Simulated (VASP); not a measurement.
All values below come from PBEsol GGA, VASP's PBE PAW potentials (set 64) (plane waves; VASP 6.6.1).

VASP ran on this input.

**POSCAR**
```
CuF
1.0
  2.6926135706   0.0000000000   0.0000000000
  0.0000000000   2.6926135706   0.0000000000
  0.0000000000   0.0000000000   2.6926135706
Cu F
1 1
direct
  0.0000000000   0.0000000000   0.0000000000
  0.5000000000   0.5000000000   0.5000000000
```

INCAR:
```
! general
SYSTEM  = CuF
PREC    = Accurate
ENCUT   = 620
LREAL   = F   ! projection in real space or not
LASPH   = T   ! aspherical one-centre terms

! electronic loop
EDIFF   = 1E-6   ! SCF stop (eV)
NELM    = 100
ALGO    = Normal
LMAXMIX = 4   ! l cut-off of mixed one-centre charges

! smearing
ISMEAR  = 1
SIGMA   = 0.1   ! width (eV)

! functional
GGA     = PS   ! PBEsol

! ions
IBRION  = 2   ! conjugate gradients
NSW     = 40   ! most ionic steps
ISIF    = 3   ! ions, shape and volume
EDIFFG  = -0.02   ! ionic stop
PSTRESS = 100   ! kbar

! output
LWAVE   = F
LCHARG  = F
```

### KPOINTS
```
Automatic mesh
0
G
  13 13 13
```

POTCAR, in this order: Cu F (PBE.64 set). Program: vasp_std.

Q: What will the output report for the number of irreducible k-points (NKPTS), largest plane-wave count, number of space-group operations, FFT grid (NGX, NGY, NGZ)?

A: 
```
Item                                           Value
--------------------------------------  ------------
number of irreducible k-points (NKPTS)            84
largest plane-wave count                         715
number of space-group operations                  48
FFT grid (NGX, NGY, NGZ)                24 × 24 × 24
```

The structure was generated: CuF was put into the CsCl type type (Pm-3m), which need not be its known phase. This run relaxes it under an external pressure of 10 GPa. Symmetry was kept, so distortions that lower it aren't found.
